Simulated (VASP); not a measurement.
# Relaxed cell of Mg (Magnesium): a test of cutoff and mesh, part 2 of 2

How far does the relaxed cell of Mg (Magnesium) depend on cutoff and k mesh? The starting structure is a measured crystal structure from the Crystallography Open Database. The first relaxation on each setting starts from this cell expanded by 3 % in volume.

VASP 6.6.1.

Results so far: reference 22.50 Å³ an atom; a cutoff of 200 eV 22.51 Å³ an atom; a 9×9×5 mesh 22.45 Å³ an atom.

## Step 5: Relaxation with a cutoff of 600 eV

Level of this step: PBEsol; plane waves and PAW (Mg) (VASP).

Against step 2 the input has ENCUT = 600. This run starts from the cell of an earlier relaxation, which isn't shown; the restart sets up the plane waves anew.

File INCAR:

```
SYSTEM = Mg
PREC = Accurate
ENCUT = 600
EDIFF = 1E-06
NELM = 100
ISMEAR = 1
SIGMA = 0.15
LREAL = .FALSE.
ALGO = Normal
GGA = PS
NBANDS = 8
LORBIT = 11
LWAVE = .FALSE.
LCHARG = .FALSE.
KPAR = 4
IBRION = 2
NSW = 50
ISIF = 3
EDIFFG = -0.004
```

File POSCAR:

```
Mg
1.0
    3.1784064761      0.0000000000      0.0000000000
   -1.5892032381      2.7525807518      0.0000000000
    0.0000000000      0.0000000000      5.1433275410
Mg
2
Direct
    0.6666666667      0.3333333333      0.7500000000
    0.3333333333      0.6666666667      0.2500000000
```

File KPOINTS:

```
Automatic mesh
0
Gamma
16 16 10
0 0 0
```

PAW data sets: Mg (PBE family, release 64).

Started as:

```
$ mpirun -np 4 vasp_std
```

What it wrote:

```text
[... set-up lines as in an earlier step ...]
 entering main loop
       N       E                     dE             d eps       ncg     rms          rms(c)
DAV:   1    -0.907888725076E+00   -0.90789E+00   -0.14146E+03  2880   0.397E+02
DAV:   2    -0.344801896219E+01   -0.25401E+01   -0.24738E+01  3928   0.225E+01
DAV:   3    -0.346108184249E+01   -0.13063E-01   -0.13059E-01  3888   0.217E+00
DAV:   4    -0.346111943233E+01   -0.37590E-04   -0.37590E-04  4128   0.945E-02
DAV:   5    -0.346111953318E+01   -0.10085E-06   -0.10069E-06  3904   0.360E-03    0.961E-01
DAV:   6    -0.345059414229E+01    0.10525E-01   -0.57412E-04  3456   0.178E-01    0.612E-01
DAV:   7    -0.344108861302E+01    0.95055E-02   -0.23803E-03  3128   0.325E-01    0.312E-02
DAV:   8    -0.344109334877E+01   -0.47357E-05   -0.16881E-05  4512   0.291E-02    0.633E-03
DAV:   9    -0.344109307704E+01    0.27173E-06   -0.90193E-07  3192   0.453E-03
   1 F= -.34410931E+01 E0= -.34408498E+01  d E =-.344109E+01
[...]
reached required accuracy - stopping structural energy minimisation
```

Elapsed: 17 s, on 4 MPI ranks of AMD EPYC 7R43, shared host; peak memory 0.8 GiB.

From OUTCAR (step 5):

```text
  Total       -0.0021035     -0.0021035     -0.0031240      0.0000000      0.0000000      0.0000000
  in kB       -0.0748962     -0.0748962     -0.1112332      0.0000000      0.0000000      0.0000000
  external PRESSURE =      -0.0870086 kB  Pullay stress =       0.0000000 kB

 POSITION                                       TOTAL-FORCE (eV/Angst)
 -----------------------------------------------------------------------------------
      1.58920      0.91753      3.85750         0.000000      0.000000      0.000000
     -0.00000      1.83505      1.28583        -0.000000      0.000000      0.000000
 -----------------------------------------------------------------------------------
    total drift:                                0.000000     -0.000000      0.000000

  FREE ENERGIE OF THE ION-ELECTRON SYSTEM (eV)
  ---------------------------------------------------
  free  energy   TOTEN  =        -3.4410930770 eV

  energy  without entropy=       -3.4403633571  energy(sigma->0) =       -3.44084984

[... 2 parts as in an earlier step ...]

[... 2 further parts left out ...]
[key lines of the parts left out:]
E-fermi :   2.7186
```

With a cutoff of 600 eV the cell ends at 22.499 Å³ an atom, -0.01 % from the reference.

## Step 6: Relaxation with a 22×22×12 mesh

Against step 2 the input has a 22×22×12 mesh. This run starts from the cell of an earlier relaxation, which isn't shown; the restart sets up the plane waves anew.

INCAR: that of step 5 with these lines changed.

```diff
@@ -2,3 +2,3 @@
 PREC = Accurate
-ENCUT = 600
+ENCUT = 450
 EDIFF = 1E-06
```

File POSCAR:

```
Mg
1.0
    3.1750237222      0.0000000000      0.0000000000
   -1.5875118611      2.7496512010      0.0000000000
    0.0000000000      0.0000000000      5.1535908099
Mg
2
Direct
    0.6666666667      0.3333333333      0.7500000000
    0.3333333333      0.6666666667      0.2500000000
```

File KPOINTS:

```
Automatic mesh
0
Gamma
22 22 12
0 0 0
```

Started as:

```
$ mpirun -np 4 vasp_std
```

What it wrote:

```text
[... set-up lines as in an earlier step ...]
 entering main loop
       N       E                     dE             d eps       ncg     rms          rms(c)
DAV:   1    -0.135921871952E+01   -0.13592E+01   -0.12290E+03  5832   0.318E+02
DAV:   2    -0.345500771318E+01   -0.20958E+01   -0.20157E+01  7920   0.198E+01
DAV:   3    -0.346643037157E+01   -0.11423E-01   -0.11393E-01  7592   0.196E+00
DAV:   4    -0.346646098979E+01   -0.30618E-04   -0.30617E-04  8640   0.876E-02
DAV:   5    -0.346646104483E+01   -0.55046E-07   -0.55188E-07  7608   0.273E-03    0.959E-01
DAV:   6    -0.345595958076E+01    0.10501E-01   -0.56891E-04  6984   0.166E-01    0.610E-01
DAV:   7    -0.344646068348E+01    0.94989E-02   -0.23593E-03  6208   0.302E-01    0.312E-02
DAV:   8    -0.344646549301E+01   -0.48095E-05   -0.16901E-05  9088   0.272E-02    0.626E-03
DAV:   9    -0.344646519884E+01    0.29417E-06   -0.89485E-07  6440   0.449E-03
   1 F= -.34464652E+01 E0= -.34462328E+01  d E =-.344647E+01
[...]
reached required accuracy - stopping structural energy minimisation
```

Elapsed: 29 s, on 4 MPI ranks; peak memory 0.77 GiB; 1.9 min of CPU time.

From OUTCAR (step 6):

```text
  Total        0.0047210      0.0047210     -0.0037992      0.0000000      0.0000000      0.0000000
  in kB        0.1681169      0.1681169     -0.1352903      0.0000000      0.0000000      0.0000000
  external PRESSURE =       0.0669812 kB  Pullay stress =       0.0000000 kB

 POSITION                                       TOTAL-FORCE (eV/Angst)
 -----------------------------------------------------------------------------------
      1.58751      0.91655      3.86519         0.000000      0.000000      0.000000
     -0.00000      1.83310      1.28840        -0.000000     -0.000000      0.000000
 -----------------------------------------------------------------------------------
    total drift:                                0.000000     -0.000000      0.000000

  FREE ENERGIE OF THE ION-ELECTRON SYSTEM (eV)
  ---------------------------------------------------
  free  energy   TOTEN  =        -3.4464651988 eV

  energy  without entropy=       -3.4457681413  energy(sigma->0) =       -3.44623285

[... 1 part as in an earlier step ...]

[... 3 further parts left out ...]
[key lines of the parts left out:]
E-fermi :   2.6948
```

With a 22×22×12 mesh the cell ends at 22.496 Å³ an atom, -0.02 % from the reference.

## Step 7: The runs compared

```tsv
run	volume (Å³/atom)	change (%)	pressure left (GPa)	core minutes
reference	22.501	-	-0.01	4.11
a cutoff of 200 eV	22.511	0.04	0.0	1.41
a 9×9×5 mesh	22.446	-0.24	0.0	1.41
a cutoff of 600 eV	22.499	-0.01	-0.01	5.25
a 22×22×12 mesh	22.496	-0.02	0.01	6.2
```

Core minutes are wall time times ranks, summed over the relaxations behind a row (those for a bulk modulus apart), on shared hosts.

## Step 8: What came out

```
volume of the reference                          : 22.50 Å³/atom
volume against the reference, a cutoff of 200 eV : +0.04 %
volume against the reference, a 9×9×5 mesh       : -0.24 %
volume against the reference, a cutoff of 600 eV : -0.01 %
volume against the reference, a 22×22×12 mesh    : -0.02 %
```

What this shows: The volume moves most with a 9×9×5 mesh: -0.24 %, a by -0.3 % and c by +0.4 % against the reference (450 eV, 16×16×10 mesh). On finer settings it changes by -0.01 % with a cutoff of 600 eV and -0.02 % with a 22×22×12 mesh. Further runs on this material are not shown.

[Lines on the potential files, build, host, timing and source positions are cut from VASP's logs without a mark.]

[Logs are printed without paths, hosts, clocks, repeated set-up lines and the standing remarks that a program may print on its own settings, such as how far it seeks lower states.]

[Hosts, paths, dates, database ids (printed as entryN), source tags and the programs' standing remarks are cut or masked in the printed files.]
